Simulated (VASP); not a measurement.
Input:

```yaml
crystal:
  lattice:
    - [1.25167, -2.16796, 0.00000]
    - [1.25167, 2.16796, 0.00000]
    - [0.00000, 0.00000, 4.03781]
  atoms:
    - { symbol: Co, position: [0.33333, 0.66667, 0.25000], spin: 1.6 }
    - { symbol: Co, position: [0.66667, 0.33333, 0.75000], spin: 1.6 }
```

Calculation: PBEsol GGA, VASP's PBE PAW potentials (set 64) (plane waves; VASP). Numerical set-up: 520 eV cut-off, 17×17×9 Γ-centred mesh, first-order Methfessel-Paxton smearing of 0.10 eV, potentials Co.

Problem. Estimate the cell moment, energy per atom (σ→0), pressure, band gap (on the k-mesh) with the smallest direct gap where there is one.

Solution. 
```
Property                                                    Result
------------------------  ----------------------------------------
band gap (on the k-mesh)  none (metal, semimetal or under 0.01 eV)
cell moment                                                3.25 μB
energy per atom (σ→0)                               -7.711 eV/atom
pressure                                                -12.22 GPa
```

Problem. Give the moment on each site (PAW-sphere projection).

Solution. 
```
site  moment (μB)
----  -----------
Co1          1.64
Co2          1.64
```

The compound is Co in the hcp structure. This cell is one point of a volume scan, at 1.06 of the reference volume.
